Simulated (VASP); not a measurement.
Crystal: Ta.

```xyz
1
Lattice="-1.6513 1.6513 1.6513 1.6513 -1.6513 1.6513 1.6513 1.6513 -1.6513" Properties=species:S:1:pos:R:3 pbc="T T T"
Ta    0.0000    0.0000    0.0000
```

```yaml
Program: VASP 6.6.1
Task: relaxation of cell and atoms
Functional: PBE
Potentials_or_basis: VASP PAW PBE potentials, release 64 (Ta_pv)
Cutoff: 520 eV
k_mesh: 18 × 18 × 18
Occupations: gaussian, width 0.1 eV
Spin: collinear spin, ferromagnetic start
Starting_moments: "[1] μB"
```

At the start: pressure 3.0 GPa; volume 18.01 Å³/atom.

Q: How do energy, volume and symmetry change on relaxing?

A: Over 15 steps the energy falls by 2.6 meV/atom and the volume is 18.29 Å³/atom (+1.5 %); space group Im-3m (No. 229, to 0.05 Å); moment 0.00 μB per cell.

The path:
| step | energy change (eV) | largest force (eV/Å) | pressure (GPa) | volume (Å³) |
| --- | --- | --- | --- | --- |
| 1 | 0.0000 | 0.0000 | 3.05 | 18.01 |
| 2 | 0.0101 | 0.0000 | -6.23 | 18.92 |
| 3 | -0.0026 | 0.0000 | -0.03 | 18.29 |
| 4 | -0.0026 | 0.0000 | 0.03 | 18.28 |
| 5 | -0.0026 | 0.0000 | 0.04 | 18.28 |
| 6 | -0.0026 | 0.0000 | 0.04 | 18.28 |
| 7 | -0.0026 | 0.0000 | 0.03 | 18.28 |
| 8 | -0.0026 | 0.0000 | 0.03 | 18.28 |
| 9 | -0.0026 | 0.0000 | 0.03 | 18.28 |
| 10 | -0.0026 | 0.0000 | 0.03 | 18.28 |
| 11 | -0.0026 | 0.0000 | 0.03 | 18.28 |
| 12 | -0.0026 | 0.0000 | 0.03 | 18.28 |
| 13 | -0.0026 | 0.0000 | 0.03 | 18.28 |
| 14 | -0.0026 | 0.0000 | 0.03 | 18.28 |
| 15 | -0.0026 | 0.0000 | 0.01 | 18.29 |

Final structure:
```
Ta
1.0
    -1.65965    1.65965    1.65965
     1.65965   -1.65965    1.65965
     1.65965    1.65965   -1.65965
Ta
1
Cartesian
  0.0000 0.0000 0.0000
```
